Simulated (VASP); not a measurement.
# Bi7Sb (R3m) in VASP: further runs

The runs below take Bi7Sb through relaxation of cell and atoms, with PBE+D3(BJ).

All numbers are computed with VASP 6.6.1; they aren't measurements. Logs are shortened: lines on timing, memory, paths and dates and some standing lists are left out, and cuts for length are marked.

### Step 1. Starting point

The structure is trigonal, space group R3m (No. 160). The conventional cell has a = 9.015 Å, b = 9.015 Å, c = 11.742 Å, α = 90.00°, β = 90.00°, γ = 120.00°. Sb (site symmetry 3m) is surrounded by 6 Bi at 3.05 to 3.49 Å. Bi (site symmetry m) has 6 Bi at 3.05 to 3.49 Å as nearest neighbours. Around Bi (site symmetry 3m) lie 6 Bi at 3.05 to 3.49 Å. Bi (site symmetry m) is surrounded by 4 Bi at 3.05 to 3.49 Å and 2 Sb at 3.05 to 3.49 Å.

The cell was built by a generator and needn't be a form met in nature.

### Step 2. Relaxation of cell and atoms, PBE+D3(BJ)

Input file INCAR:

```
PREC = Accurate
ENCUT = 600
EDIFF = 1E-6
ISMEAR = 0
SIGMA = 0.03
LREAL = F
LASPH = T
NELM = 80
ALGO = Normal
ISIF = 3
LWAVE = F
LCHARG = F
GGA = PE
IVDW = 12
IBRION = 2
NSW = 90
EDIFFG = -0.01
KPAR = 4
```

Input file KPOINTS:

```
regular mesh
0
Gamma
  6 6 4
```

Input file POSCAR:

```
Bi7Sb
1.0
    9.0149569400      0.0000000000      0.0000000000
    4.5074784700     -7.8071817200      0.0000000000
    4.5074784700     -2.6023939100     -7.8282029600
Sb Bi
2 14
Direct
    0.1170000000      0.6170000000      0.1490000000
    0.6170000000      0.1170000000      0.6490000000
    0.1170000000      0.1170000000      0.1490000000
    0.1170000000      0.6170000000      0.6490000000
    0.1170000000      0.1170000000      0.6490000000
    0.6170000000      0.6170000000      0.1490000000
    0.6170000000      0.1170000000      0.1490000000
    0.6170000000      0.6170000000      0.6490000000
    0.3830000000      0.8830000000      0.3510000000
    0.3830000000      0.3830000000      0.3510000000
    0.3830000000      0.8830000000      0.8510000000
    0.3830000000      0.3830000000      0.8510000000
    0.8830000000      0.8830000000      0.3510000000
    0.8830000000      0.3830000000      0.3510000000
    0.8830000000      0.8830000000      0.8510000000
    0.8830000000      0.3830000000      0.8510000000
```

Potentials or basis: VASP PAW PBE potentials, release 64 (Sb, Bi_d).

The run is started by

```bash
> cat potpaw_PBE.64/Sb/POTCAR potpaw_PBE.64/Bi_d/POTCAR > POTCAR
> mpirun -np 4 vasp_std > vasp.out
```

OUTCAR:

```text
PREC = Accurate
   ENCUT = 600
   EDIFF = 1E-6
   ISMEAR = 0
   LREAL = F
   LASPH = T
   NELM = 80
   ISIF = 3
   GGA = PE
   IVDW = 12
   IBRION = 2
   NSW = 90
   EDIFFG = -0.01
 IVDW          = 12

 ion  position               nearest neighbor table
   1  0.117  0.617  0.149-  13 3.05  14 3.05  10 3.05  15 3.49  11 3.49  12 3.49
   2  0.617  0.117  0.649-  12 3.05  11 3.05  15 3.05  10 3.49  14 3.49  13 3.49
   3  0.117  0.117  0.149-  14 3.05  13 3.05   9 3.05  16 3.49  12 3.49  11 3.49
   4  0.117  0.617  0.649-  15 3.05  16 3.05  12 3.05  13 3.49   9 3.49  10 3.49
   5  0.117  0.117  0.649-  16 3.05  15 3.05  11 3.05  14 3.49  10 3.49   9 3.49
   6  0.617  0.617  0.149-   9 3.05  10 3.05  14 3.05  11 3.49  15 3.49  16 3.49
[... 8 lines left out ...]
  15  0.883  0.883  0.851-   4 3.05   5 3.05   2 3.05   1 3.49   6 3.49   7 3.49
  16  0.883  0.383  0.851-   5 3.05   4 3.05   8 3.05   3 3.49   7 3.49   6 3.49
[... 7 lines left out ...]
 A1 = (  -4.5074784700,  -2.6023939100,  -7.8282029600)
 A2 = (   0.0000000000,   5.2047878100,  -7.8282029600)
 A3 = (   4.5074784700,  -2.6023939100,  -7.8282029600)

Analysis of symmetry for initial positions (statically):
=====================================================================
 Subroutine PRICEL returns following result:

  LATTYP: Found a trigonal (rhomboedric) cell.
 ALAT       =     6.5122965684
 COS(alpha) =     0.0418599866

  Lattice vectors:

 A1 = (   0.0000000000,  -5.2047878150,  -3.9141014800)
 A2 = (  -4.5074784700,   2.6023939050,  -3.9141014800)
 A3 = (   4.5074784700,   2.6023939050,  -3.9141014800)

   2 primitive cells build up your supercell.

 Routine SETGRP: Setting up the symmetry group for a
 trigonal (rhombohedral) supercell.

 Subroutine GETGRP returns: Found  6 space group operations
 (whereof  2 operations were pure point group operations)
 out of a pool of 12 trial point group operations.

The static configuration has the point symmetry C_1h.
 The point group associated with its full space group is C_3v.

Analysis of symmetry for dynamics (positions and initial velocities):
=====================================================================
 Subroutine PRICEL returns following result:

  LATTYP: Found a trigonal (rhomboedric) cell.
 ALAT       =     6.5122965684
 COS(alpha) =     0.0418599866

  Lattice vectors:

 A1 = (   0.0000000000,  -5.2047878150,  -3.9141014800)
 A2 = (  -4.5074784700,   2.6023939050,  -3.9141014800)
 A3 = (   4.5074784700,   2.6023939050,  -3.9141014800)

   2 primitive cells build up your supercell.

 Routine SETGRP: Setting up the symmetry group for a
 trigonal (rhombohedral) supercell.

 Subroutine GETGRP returns: Found  6 space group operations
 (whereof  2 operations were pure point group operations)
 out of a pool of 12 trial point group operations.

The dynamic configuration has the point symmetry C_1h.
 The point group associated with its full space group is C_3v.

 Subroutine INISYM returns: Found  6 space group operations
 (whereof  2 operations are pure point group operations),
 and found     2 'primitive' translations

----------------------------------------------------------------------------------------

                                     Primitive cell

  volume of cell :     275.4800

  direct lattice vectors                    reciprocal lattice vectors
     0.000000000 -5.204787815 -3.914101480    -0.000000000 -0.128087194 -0.085162159
    -4.507478470  2.602393905 -3.914101480    -0.110926764  0.064043597 -0.085162159
     4.507478470  2.602393905 -3.914101480     0.110926764  0.064043597 -0.085162159

  length of vectors
     6.512296568  6.512296568  6.512296568     0.153814572  0.153814572  0.153814572

  position of ions in fractional coordinates (direct lattice)
     0.766000000  0.266000000  0.266000000
     0.266000000  0.766000000  0.266000000
     0.266000000  0.266000000  0.766000000
     0.766000000  0.766000000  0.766000000
     0.234000000  0.734000000  0.734000000
     0.734000000  0.234000000  0.734000000
     0.734000000  0.734000000  0.234000000
     0.234000000  0.234000000  0.234000000

  ion indices of the primitive-cell ions
[... 33 lines left out ...]
|           W    W    AA    RRRRR   N    N  II  N    N   GGGG   !!!           |
|           W    W   A  A   R    R  NN   N  II  NN   N  G    G  !!!           |
|           W    W  A    A  R    R  N N  N  II  N N  N  G       !!!           |
|           W WW W  AAAAAA  RRRRR   N  N N  II  N  N N  G  GGG   !            |
|           WW  WW  A    A  R   R   N   NN  II  N   NN  G    G                |
|           W    W  A    A  R    R  N    N  II  N    N   GGGG   !!!           |
|                                                                             |
|     Your reciprocal lattice and k-lattice belong to different lattice       |
|     classes:                                                                |
|                                                                             |
|        The reciprocal lattice is rhombohedral (trigonal),                   |
|        whereas your k-lattice is base-centered monoclinic.                  |
|                                                                             |
|     Results are often still useful ...                                      |
|                                                                             |
 -----------------------------------------------------------------------------

 WARNING: IBZKPT: internal override: KBLOWUP is changed to .FALSE.
      ... skipping the blow-up phase ...

 Subroutine IBZKPT returns following result:
 ===========================================

 Found     40 irreducible k-points:

 Following reciprocal coordinates:
            Coordinates               Weight
  0.000000  0.000000  0.000000      1.000000
  0.166667  0.000000  0.000000      4.000000
  0.333333  0.000000  0.000000      4.000000
  0.500000 -0.000000  0.000000      3.000000
  0.166667  0.166667  0.000000      2.000000
  0.333333  0.166667  0.000000      4.000000
[... 16 lines left out ...]
 -0.333333  0.166667  0.250000      4.000000
 -0.166667  0.166667  0.250000      4.000000
 [... further k-points ...]
   k-points           NKPTS =     40   k-points in BZ     NKDIM =     40   number of bands    NBANDS=    132
   number of dos      NEDOS =    301   number of ions     NIONS =     16
   total plane-waves  NPLWV = 414720
   dimension x,y,z NGX =    72 NGY =   72 NGZ =   80
   dimension x,y,z NGXF=   144 NGYF=  144 NGZF=  160
   ions per type =               2  14
   NGX,Y,Z   is equivalent  to a cutoff of  13.28, 13.28, 14.15 a.u.
   NGXF,Y,Z  is equivalent  to a cutoff of  26.56, 26.56, 28.30 a.u.
 SYSTEM =  unknown system
   PREC   = accura    normal or accurate (medium, high low for compatibility)
   ISTART =      0    job   : 0-new  1-cont  2-samecut
   ICHARG =      2    charge: 1-file 2-atom 10-const
   ISPIN  =      1    spin polarized calculation?
   LNONCOLLINEAR =      F non collinear calculations
   LSORBIT =      F    spin-orbit coupling
   LASPH  =      T    aspherical Exc in radial PAW
   ENCUT  =  600.0 eV  44.10 Ry    6.64 a.u.  18.01 18.01 18.78*2*pi/ulx,y,z
   NELM   =     80;   NELMIN=  2; NELMDL= -5     # of ELM steps
   EDIFF  = 0.1E-05   stopping-criterion for ELM
   LREAL  =      F    real-space projection
   EDIFFG = -.1E-01   stopping-criterion for IOM
   NSW    =     90    number of steps for IOM
   IBRION =      2    ionic relax: 0-MD 1-quasi-New 2-CG
   NFREE  =      1    steps in history (QN), initial steepest desc. (CG)
   ISIF   =      3    stress and relaxation
   ISYM   =      2    0-nonsym 1-usesym 2-fastsym
   POTIM  = 0.5000    time-step for ionic-motion
   TEBEG  =    0.0;   TEEND  =   0.0 temperature during run
   PSTRESS=    0.0 pullay stress
   NELECT =     220.0000    total number of electrons
   NUPDOWN=      -1.0000    fix difference up-down
   EMIN   =  10.00;   EMAX   =-10.00  energy-range for DOS
   EFERMI =   0.00;   METHOD = LEGACY
   ISMEAR =     0;   SIGMA  =   0.03  broadening in eV -4-tet -1-fermi 0-gaus
   EFERMI_NEDOS =   21; number of points for ismear=-14 and -15
   IALGO  =     38    algorithm
   IMIX   =      4    mixing-type and parameters
     AMIX     =   0.40;   BMIX     =  1.00
     AMIX_MAG =   1.60;   BMIX_MAG =  1.00
  volume/ion in A,a.u.               =      34.43       232.38
  Fermi-wavevector in a.u.,A,eV,Ry     =   1.205524  2.278109 19.773172  1.453287
  Thomas-Fermi vector in A             =   2.341217
   LORBIT       =      0    0 simple, 1 ext, 2 COOP (PROOUT), +10 PAW based schemes
   GGA     = PE    functional components
   LHFCALC =     F    Hartree Fock is set to
   AEXX    =    0.0000 exact exchange contribution
   IVDW    =    12    specifies the selected vdW correction
   LEPSILON=     F    determine dielectric tensor
   LRPA    =     F    only Hartree local field effects (RPA)
 conjugate gradient relaxation of ions
 non-spin polarized calculation
 Gauss-broadening in eV      SIGMA  =   0.03
  energy-cutoff  :      600.00
  volume of cell :      550.96
 maximum number of plane-waves:     18426
   NGX = 37   NGY = 37   NGZ = 37

--------------------------------------- Ionic step        1  -------------------------------------------

 number of electron     220.0000027 magnetization

 Free energy of the ion-electron system (eV)
  ---------------------------------------------------
  ext. energy  EPLUGINS =         0.00000000
  ---------------------------------------------------
  free energy    TOTEN  =       -62.44154073 eV

  energy without entropy =      -62.44071033  energy(sigma->0) =      -62.44112553

------------------------ aborting loop because EDIFF is reached ----------------------------------------

 Edisp (eV)   -7.31831

 E8    (eV) :    -3.6105
[... 147 lines left out ...]
  FREE ENERGIE OF THE ION-ELECTRON SYSTEM (eV)
  ---------------------------------------------------
  free  energy   TOTEN  =       -69.8184935410 eV

  energy  without entropy=      -69.8178624669  energy(sigma->0) =      -69.81817800

[... ionic steps 4 to 7 ...]

--------------------------------------- Ionic step        8  -------------------------------------------

 number of electron     220.0000016 magnetization

------------------------ aborting loop because EDIFF is reached ----------------------------------------
[... 103 lines left out ...]
--------------------------------------- Ionic step       10  -------------------------------------------

 number of electron     220.0000017 magnetization

 Free energy of the ion-electron system (eV)
  ---------------------------------------------------
  ext. energy  EPLUGINS =         0.00000000
  ---------------------------------------------------
  free energy    TOTEN  =       -62.44790431 eV

  energy without entropy =      -62.44714232  energy(sigma->0) =      -62.44752331

 E-fermi :   6.5663     XC(G=0):  -9.6088

 val. band max:        6.5453247524   @ k =   0.5000  -0.0000   0.2500
 cond. band min:       6.5720516525   @ k =  -0.3333  -0.3333   0.2500
 fundamental gap:      0.0267269001
 Fermi energy:         6.5662764275

 k-point     1 :       0.0000    0.0000    0.0000
  band No.  band energies     occupation
      1     -16.3934      2.00000
      2     -16.3934      2.00000
      3     -16.3899      2.00000
      4     -16.3196      2.00000
      5     -16.3196      2.00000
      6     -16.2754      2.00000
[... 2989 lines left out ...]
    121       9.1213      0.00000
    122       9.2095      0.00000

 [... further k-points ...]

 [bands above 122 left out]

------------------------ aborting loop because EDIFF is reached ----------------------------------------

 Edisp (eV)   -7.39973

 E8    (eV) :    -3.6501
[... 39 lines left out ...]
  FREE ENERGIE OF THE ION-ELECTRON SYSTEM (eV)
  ---------------------------------------------------
  free  energy   TOTEN  =       -69.8476352675 eV

  energy  without entropy=      -69.8468732765  energy(sigma->0) =      -69.84725427

 reached required accuracy - stopping structural energy minimisation
```

Wall time 2.6 h (4 MPI ranks of Intel Xeon Platinum 8375C at 2.90GHz (Ice Lake), shared host); peak memory 2.6 GiB.

Results:

| Item | Value |
| --- | --- |
| Free energy | -69.8476 eV |
| Relaxed volume | 34.06 Å³/atom |
| Relaxed cell | a = 9.018 Å, b = 9.018 Å, c = 9.327 Å, α = 61.09°, β = 61.09°, γ = 60.00° |
| Space group after relaxing (to 0.05 Å) | R3m (No. 160) |
| Energy gained by relaxing | 5.5 meV/atom |
| Ionic steps | 10 |
| Pressure after relaxing | 0.0 GPa |
| Largest force after relaxing | 0.009 eV/Å |
| Band gap on the k mesh | none (metal or under the smearing width) |
| Dispersion energy per atom | -0.462 eV |

Forces on the atoms (eV/Å):
```
Sb   0.000  0.000  0.001
Sb   0.000  0.000  0.001
Bi  -0.006 -0.004 -0.006
Bi   0.006 -0.004 -0.006
Bi   0.000  0.007 -0.006
Bi   0.000  0.007 -0.006
Bi   0.006 -0.004 -0.006
Bi  -0.006 -0.004 -0.006
Bi   0.000  0.000  0.009
Bi  -0.006 -0.004  0.003
Bi   0.006 -0.004  0.003
Bi   0.000  0.007  0.003
Bi   0.000  0.007  0.003
Bi   0.006 -0.004  0.003
Bi  -0.006 -0.004  0.003
Bi   0.000  0.000  0.009
```

The path:
```tsv
step	energy change (eV)	largest force (eV/Å)	pressure (GPa)	volume (Å³)
1	0.0000	0.3223	0.14	550.96
2	-0.0473	0.1608	-0.32	553.39
3	-0.0586	0.0812	-0.66	555.35
4	-0.0832	0.0250	-0.06	547.06
5	-0.0834	0.0369	0.01	546.19
6	-0.0851	0.0357	0.00	545.94
7	-0.0873	0.0330	0.00	545.32
8	-0.0875	0.0319	0.00	545.07
9	-0.0877	0.0177	-0.01	545.04
10	-0.0878	0.0092	-0.03	545.01
```

Final structure:
```
Sb Bi
1.0
     9.01777    0.00000    0.00000
     4.50888   -7.80962    0.00000
     4.50888   -2.60321   -7.73888
Sb Bi
2 14
Direct
  0.11697 0.61697 0.14910
  0.61697 0.11697 0.64910
  0.11860 0.11902 0.14335
  0.11902 0.61902 0.64335
  0.11902 0.11860 0.64335
  0.61902 0.61860 0.14335
  0.61902 0.11902 0.14335
  0.61860 0.61902 0.64335
  0.38131 0.88131 0.35608
  0.37766 0.38371 0.35492
  0.38371 0.88371 0.85492
  0.38371 0.37766 0.85492
  0.88371 0.87766 0.35492
  0.88371 0.38371 0.35492
  0.87766 0.88371 0.85492
  0.88131 0.38131 0.85608
```

Caveat: spin-orbit coupling is left out, which moves the levels of the heavy elements; pairwise dispersion overbinds metals, which lowers pressure and volume.

### Step 3. Relaxation of cell and atoms, PBE+D3(BJ)

This run uses another cell than the first one, of 34.06 Å³/atom, 0.989 times its volume.

INCAR, as its differences from that of step 2:

```diff
@@ -2,3 +2,3 @@
 ENCUT = 600
-EDIFF = 1E-6
+EDIFF = 1E-7
 ISMEAR = 0
@@ -16,3 +16,3 @@
 NSW = 90
-EDIFFG = -0.01
+EDIFFG = -0.005
 KPAR = 4
```

KPOINTS is that of step 2.

Input file POSCAR:

```
Bi7Sb                                   
1.0
    9.0177669717      0.0000000000      0.0000000000
    4.5088834858     -7.8096152788      0.0000000000
    4.5088834858     -2.6032050962     -7.7388773889
  Sb              Bi            
     2    14
Direct
     0.1169653890620925    0.6169653890620930    0.1491038328137152
     0.6169653890620925    0.1169653890620928    0.6491038328137152
     0.1186014180974423    0.1190221473884704    0.1433542871256129
     0.1190221473884674    0.6190221473884703    0.6433542871256128
     0.1190221473884674    0.1186014180974452    0.6433542871256129
     0.6190221473884674    0.6186014180974453    0.1433542871256128
     0.6190221473884674    0.1190221473884704    0.1433542871256129
     0.6186014180974422    0.6190221473884703    0.6433542871256128
     0.3813050931225403    0.8813050931225377    0.3560847206323891
     0.3776631509211672    0.3837103270099106    0.3549161950590187
     0.3837103270099106    0.8837103270099106    0.8549161950590188
     0.3837103270099123    0.3776631509211625    0.8549161950590201
     0.8837103270099123    0.8776631509211625    0.3549161950590199
     0.8837103270099107    0.3837103270099106    0.3549161950590187
     0.8776631509211672    0.8837103270099106    0.8549161950590188
     0.8813050931225401    0.3813050931225375    0.8560847206323893
```

Potentials or basis: VASP PAW PBE potentials, release 64 (Sb, Bi_d).

The run is started by

```bash
> cat potpaw_PBE.64/Sb/POTCAR potpaw_PBE.64/Bi_d/POTCAR > POTCAR
> mpirun -np 4 vasp_std > vasp.out
```

Wall time 2.7 h (4 MPI ranks of Intel Xeon Platinum 8375C at 2.90GHz (Ice Lake), shared host); peak memory 2.5 GiB.

It converged, with:

```yaml
Free_energy: -69.8476 eV
Relaxed_volume: 34.04 Å³/atom
Relaxed_cell: a = 9.015 Å, b = 9.015 Å, c = 9.325 Å, α = 61.09°, β = 61.09°, γ = 60.00°
Space_group_after_relaxing_to_0.05_Å: R3m (No. 160)
Energy_gained_by_relaxing: 0.0 meV/atom
Ionic_steps: 11
Pressure_after_relaxing: 0.0 GPa
Largest_force_after_relaxing: 0.004 eV/Å
Band_gap_on_the_k_mesh: none (metal or under the smearing width)
Dispersion_energy_per_atom: -0.463 eV
```

Forces in eV/Å, atoms in the order of the input:
```
Sb   0.000  0.000  0.003
Sb   0.000  0.000  0.003
Bi   0.000  0.000  0.002
Bi   0.000  0.000  0.002
Bi   0.000  0.000  0.002
Bi   0.000  0.000  0.002
Bi   0.000  0.000  0.002
Bi   0.000  0.000  0.002
Bi   0.000  0.000  0.001
Bi   0.002  0.001 -0.003
Bi  -0.002  0.001 -0.003
Bi   0.000 -0.002 -0.003
Bi   0.000 -0.002 -0.003
Bi  -0.002  0.001 -0.003
Bi   0.002  0.001 -0.003
Bi   0.000  0.000  0.001
```

The path:
```tsv
step	energy change (eV)	largest force (eV/Å)	pressure (GPa)	volume (Å³)
1	0.0000	0.0094	-0.03	545.01
2	-0.0001	0.0072	0.02	544.50
3	-0.0001	0.0076	0.01	544.61
4	-0.0001	0.0066	0.01	544.62
5	-0.0002	0.0075	0.01	544.67
6	-0.0004	0.0101	0.00	544.77
7	-0.0005	0.0154	-0.01	544.97
8	-0.0005	0.0133	-0.01	544.89
9	-0.0005	0.0112	0.00	544.83
10	-0.0007	0.0054	0.01	544.65
11	-0.0007	0.0037	0.02	544.57
```

Final structure:
```xyz
16
Lattice="9.0154 0.0000 0.0000 4.5077 -7.8076 0.0000 4.5077 -2.6025 -7.7366" Properties=species:S:1:pos:R:3 pbc="T T T"
Sb    4.5077   -5.2051   -1.1444
Sb    9.0154   -2.6025   -5.0127
Bi    2.2426   -1.3078   -1.1127
Bi    6.7728   -6.5128   -4.9810
Bi    4.5077   -2.5895   -4.9810
Bi    9.0154   -5.1921   -1.1127
Bi    6.7728   -1.3078   -1.1127
Bi   11.2580   -6.5128   -4.9810
Bi    9.0154   -7.8076   -2.7436
Bi    6.7255   -3.9246   -2.7490
Bi   11.3053   -9.1296   -6.6173
Bi    9.0154   -5.1635   -6.6173
Bi   13.5231   -7.7660   -2.7490
Bi   11.3053   -3.9246   -2.7490
Bi   15.7410   -9.1296   -6.6173
Bi   13.5231   -5.2051   -6.6119
```

Levels at points of the mesh, in eV from the Fermi level:
| k point | band 107 | band 108 | band 109 | band 110 | band 111 | band 112 | band 113 | band 114 |
| --- | --- | --- | --- | --- | --- | --- | --- | --- |
| (0.00, 0.00, 0.00) | -0.55 | -0.32 | -0.30 | -0.30 | -0.20 | -0.20 | 0.03 | 0.37 |
| (0.50, 0.00, 0.00) | -1.22 | -1.22 | -1.01 | -1.01 | 1.24 | 1.24 | 1.68 | 1.68 |
| (0.50, 0.50, 0.00) | -0.90 | -0.81 | -0.33 | -0.22 | 0.65 | 0.73 | 0.93 | 0.97 |
| (0.00, 0.00, 0.50) | -1.05 | -1.05 | -1.05 | -1.05 | 1.56 | 1.56 | 1.73 | 1.73 |

Caveat: spin-orbit coupling is left out, which moves the levels of the heavy elements; pairwise dispersion overbinds metals, which lowers pressure and volume.
